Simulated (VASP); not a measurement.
Runs of VASP 6.6.1 on Au. Symmetry: Fm-3m, No. 225, cubic system. The conventional cell has a = 4.117 Å, b = 4.117 Å, c = 4.117 Å, α = 90.00°, β = 90.00°, γ = 90.00°. Around Au (site symmetry m-3m) lie 12 Au at 2.91 Å. 

```csv
task,level,potentials or basis,cell,k mesh,cutoff (eV),mesh quality,gap on the mesh (eV),pressure (GPa),relaxed volume (Å³/atom)
single point,PBEsol,"VASP PAW PBE potentials, release 64 (Au)",as given,18 × 18 × 18,520,not flagged,none,-4.2,-
relaxation of cell and atoms,RPBE,"VASP PAW PBE potentials, release 64 (Au)",relaxed,18 × 18 × 18,600,not flagged,none,0.0,(b)
relaxation of cell and atoms,PBEsol,"VASP PAW PBE potentials, release 64 (Au)",relaxed,18 × 18 × 18,580,not flagged,none,0.0,17.01
relaxation of cell and atoms,PBEsol,"VASP PAW PBE potentials, release 64 (Au)",relaxed,6 × 6 × 6,600,coarse,none,0.0,17.13
relaxation of cell and atoms,PBE+D3(BJ),"VASP PAW PBE potentials, release 64 (Au)",relaxed,18 × 18 × 18,600,not flagged,none,0.0,17.25
relaxation of cell and atoms,PBE,"VASP PAW PBE potentials, release 64 (Au)",relaxed,18 × 18 × 18,600,not flagged,none,0.0,(c)
relaxation of cell and atoms,PBEsol,"VASP PAW PBE potentials, release 64 (Au)",relaxed,18 × 18 × 18,600,not flagged,none,0.0,17.01
relaxation of cell and atoms,LDA,"VASP PAW LDA potentials, release 64 (Au)",relaxed,18 × 18 × 18,600,not flagged,none,0.0,16.64
relaxation of cell and atoms,PBEsol,"VASP PAW PBE potentials, release 64 (Au)",relaxed,18 × 18 × 18,480,not flagged,none,0.0,(a)
relaxation of cell and atoms,PBEsol,"VASP PAW PBE potentials, release 64 (Au)",relaxed,18 × 18 × 18,300,not flagged,none,0.0,16.92
```

Alike in all rows: no spin polarisation; smearing gaussian 0.1 eV.

Estimate the missing entries.

(a) 17.00; (b) 18.47; (c) 17.95.

Caveats: some runs use coarse meshes; the PAW data sets were made with another functional, which shifts forces and pressure a little (some runs); pairwise dispersion overbinds metals, which lowers pressure and volume (some runs).

A k mesh can miss the band edges, and the runs leave out spin-orbit coupling on Au.

A gap of «none» marks a metal or a gap under the smearing width.
